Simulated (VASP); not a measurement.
Input:

```
InW
1.0
    3.48608     0.00000     0.00000
    0.00000     3.48608     0.00000
    0.00000     0.00000     3.48608
In W
1 1
Direct
  0.00000   0.00000   0.00000
  0.50000   0.50000   0.50000
```

Method: PBE GGA, VASP's PBE PAW potentials (set 64) (plane waves; VASP). Settings: 300 eV cut-off, 8×8×8 Γ-centred mesh, Fermi-Dirac smearing of 0.14 eV, potentials In_d W_sv.

At this cut-off the stress carries a Pulay error, which pulls relaxed volumes low.

### Question
Give the stress tensor in GPa (positive for a compressed cell).

### Answer

```
-17.04    0.00    0.00
  0.00  -17.04    0.00
  0.00    0.00  -17.04
```
The pressure is its mean diagonal, -17.04 GPa.

The structure was generated: InW was put into an ordered model structure, which need not be its known phase. The cell was not relaxed at this level. The electron count is odd and the run is not spin-polarised, which forces a metal.
